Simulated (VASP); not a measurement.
Method: PBEsol GGA, VASP's PBE PAW potentials (set 64) (plane waves; VASP).

A VASP calculation is set up with these files.

**KPOINTS**
```
k-points along high-symmetry lines
8
Line-mode
Reciprocal
  0.000000   0.000000   0.000000 ! GAMMA
 -0.500000  -0.500000   0.000000 ! Y

 -0.500000  -0.500000   0.000000 ! Y
 -0.625000  -0.375000   0.000000 ! C_0

 -0.375000   0.375000   0.000000 ! SIGMA_0
  0.000000   0.000000   0.000000 ! GAMMA

  0.000000   0.000000   0.000000 ! GAMMA
  0.500000   0.500000   0.500000 ! Z

  0.500000   0.500000   0.500000 ! Z
  0.125000   0.875000   0.500000 ! A_0

 -0.125000   0.125000   0.500000 ! E_0
  0.000000   0.000000   0.500000 ! T

  0.000000   0.000000   0.500000 ! T
 -0.500000  -0.500000   0.000000 ! Y

  0.000000   0.000000   0.000000 ! GAMMA
 -0.500000   0.000000   0.000000 ! S

 -0.500000   0.000000   0.000000 ! S
  0.000000   0.500000   0.500000 ! R

  0.000000   0.500000   0.500000 ! R
  0.500000   0.500000   0.500000 ! Z

  0.500000   0.500000   0.500000 ! Z
  0.000000   0.000000   0.500000 ! T
```

POSCAR:
```
Be4Se3Te
1.0
  0.0022677370   5.2646936734   5.2527180732
  5.2646936734   0.0022677370   5.2527180732
  2.6334807051   2.6334807051   0.0000000000
Be Te Se
4 1 3
Cartesian
  5.2669614104   5.2669614104  10.3854624299
  5.3286412945   7.8387622313   7.9349417536
  7.8387622313   5.3286412945   7.9349417536
  5.2669614106   5.2669614106   5.2607277444
  1.3167403523   1.3167403523   1.3151901033
  3.9497636683   1.3171977420   3.9377883986
  1.3171977420   3.9497636683   3.9377883986
  3.9502210580   3.9502210580   6.5676220778
```

INCAR:
```
NELM = 100
GGA = PS   ! PBEsol
PREC = Accurate
ICHARG = 11
SYSTEM = Be4Se3Te
ENCUT = 400   ! plane-wave cut-off (eV)
LCHARG = .False.
LMAXMIX = 4
LASPH = .True.   ! aspherical one-centre terms
ISMEAR = 0
EDIFF = 1E-7
ALGO = Normal
SIGMA = 0.05   ! width (eV)
LWAVE = .False.
LREAL = .False.   ! projection in real space or not
LORBIT = 11
```

POTCAR, in this order: Be Te Se (PBE.64 set). Program: vasp_std. Read from the step before: CHGCAR.

Output of the run:

### OUTCAR
```
 ion  position               nearest neighbor table
   1  0.989  0.989  0.023-   6 2.21   7 2.21   5 2.35   5 2.35
   2  0.994  0.517  0.989-   8 2.24   6 2.25   6 2.25   5 2.38
   3  0.517  0.994  0.989-   8 2.24   7 2.25   7 2.25   5 2.38
   4  0.501  0.501  0.998-   8 2.27   8 2.27   6 2.28   7 2.28
   5  0.125  0.125  0.250-   1 2.35   1 2.35   2 2.38   3 2.38
   6  0.125  0.625  0.250-   1 2.21   2 2.25   2 2.25   4 2.28
   7  0.625  0.125  0.250-   1 2.21   3 2.25   3 2.25   4 2.28
   8  0.625  0.625  0.250-   2 2.24   3 2.24   4 2.27   4 2.27
  LATTYP: Found a base centered orthorhombic cell.
 ALAT       =     7.4421941302
 B/A-ratio  =     1.4116046911
 C/A-ratio  =     0.5004309299
 Subroutine PRICEL returns:
 Original cell was already a primitive cell.
 Subroutine GETGRP returns: Found  4 space group operations
The static configuration has the point symmetry C_2v.
The dynamic configuration has the point symmetry C_2v.
 Subroutine INISYM returns: Found  4 space group operations
   k-points           NKPTS =     88   k-points in BZ     NKDIM =     88   number of bands    NBANDS=     21
   number of dos      NEDOS =    301   number of ions     NIONS =      8
   total plane-waves  NPLWV =  60000
   dimension x,y,z NGX =    50 NGY =   50 NGZ =   24
   dimension x,y,z NGXF=   100 NGYF=  100 NGZF=   48
   ions per type =               4   1   3
...
```

**OSZICAR**
```
       N       E                     dE             d eps       ncg     rms          rms(c)
DAV:   1     0.120736194207E+03    0.12074E+03   -0.10956E+04  3696   0.104E+03
DAV:   2    -0.237939255444E+02   -0.14453E+03   -0.13708E+03  5146   0.187E+02
DAV:   3    -0.347710399330E+02   -0.10977E+02   -0.10844E+02  4731   0.572E+01
DAV:   4    -0.349771442491E+02   -0.20610E+00   -0.20571E+00  4864   0.906E+00
DAV:   5    -0.349815525260E+02   -0.44083E-02   -0.44063E-02  4645   0.118E+00
DAV:   6    -0.349816741121E+02   -0.12159E-03   -0.12157E-03  5278   0.177E-01
DAV:   7    -0.349816773953E+02   -0.32832E-05   -0.32831E-05  4526   0.218E-02
DAV:   8    -0.349816775374E+02   -0.14213E-06   -0.14214E-06  3674   0.371E-03
DAV:   9    -0.349816775444E+02   -0.69767E-08   -0.69408E-08  3260   0.817E-04
   1 F= -.34981678E+02 E0= -.34981678E+02  d E =-.582670E-12
```

**OUTCAR**
```
 val. band max:        4.3201305285   @ k =   0.0000   0.0000   0.0000

 cond. band min:       6.0477308951   @ k =   0.0000   0.0000   0.5000



 k-point     1 :       0.0000    0.0000    0.0000
  band No.  band energies     occupation
      1      -9.8307      2.00000
      2      -8.7853      2.00000
      3      -8.5536      2.00000
      4      -6.7671      2.00000
      5      -1.9561      2.00000
      6      -1.8103      2.00000
      7      -1.2599      2.00000
      8       1.0568      2.00000
      9       1.1018      2.00000
     10       2.3563      2.00000
     11       2.6392      2.00000
     12       2.6576      2.00000
     13       2.8464      2.00000
     14       4.0036      2.00000
     15       4.0521      2.00000
     16       4.3201      2.00000
     17       6.0569      0.00000
     18       7.2892      0.00000
     19       7.4967      0.00000
     20       7.5424      0.00000
     21       8.4754      0.00000

 k-point     2 :      -0.0714   -0.0714    0.0000
  band No.  band energies     occupation
      1      -9.8162      2.00000
      2      -8.7880      2.00000
      3      -8.5692      2.00000
      4      -6.7884      2.00000
      5      -1.9165      2.00000
      6      -1.7731      2.00000
      7      -1.2016      2.00000
      8       1.0768      2.00000
      9       1.1213      2.00000
     10       2.3531      2.00000
     11       2.5483      2.00000
     12       2.5711      2.00000
     13       2.8300      2.00000
     14       3.9298      2.00000
     15       3.9329      2.00000
     16       4.2673      2.00000
     17       6.0937      0.00000
     18       7.3799      0.00000
     19       7.5764      0.00000
     20       7.5782      0.00000
     21       8.4506      0.00000

 k-point     3 :      -0.1429   -0.1429    0.0000
  band No.  band energies     occupation
      1      -9.7732      2.00000
      2      -8.7955      2.00000
      3      -8.6154      2.00000
      4      -6.8467      2.00000
...
```

The density is held fixed in this step, so its total energy and stress have no physical meaning. Unless said otherwise, spin-orbit coupling is left out, though it shifts the bands of the heavy elements here.

The structure was generated: Be4Se3Te was put into an ordered model structure (Amm2), which need not be its known phase. It was relaxed first.
